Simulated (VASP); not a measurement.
A cell of PtSe2 (1T layered) near equilibrium:

```
CELL_PARAMETERS angstrom
      1.87800    -3.25280     0.00000
      1.87800     3.25280     0.00000
      0.00000     0.00000     4.89514
ATOMIC_POSITIONS crystal
  Pt 0.00000 0.00000 0.00000
  Se 0.33333 0.66667 0.25983
  Se 0.66667 0.33333 0.74017
```

Calculation: PBEsol GGA, VASP's PBE PAW potentials (set 64) (plane waves; VASP).

Without a dispersion term in the relaxation, distances and binding between the weakly bound layers, chains or molecules are unreliable, and so is what depends on them.

```
run               ΔE (meV/atom)    σxx    σyy    σzz  largest shear component, with its sign (GPa)  largest force (eV/Å)
----------------  -------------  -----  -----  -----  --------------------------------------------  --------------------
as it is                    0.0   0.13   0.13  -0.20                                          0.00                 0.007
after one change            1.1  -0.54  -0.54  -1.03                                          0.00                 0.245
```
Stress is in GPa, positive when the cell is compressed.

Problem. Name the change that produced these shifts.
(A) biaxial strain of +1.5 % in the xz plane
(B) atom 2 (Se) moved by 0.025 Å along z
(C) biaxial strain of +1.0 % in the xy plane with the ions relaxed
(D) atom 3 (Se) moved by 0.150 Å along y

Solution. B, atom 2 (Se) moved by 0.025 Å along z

The compound is PtSe2 in the 1T layered structure.
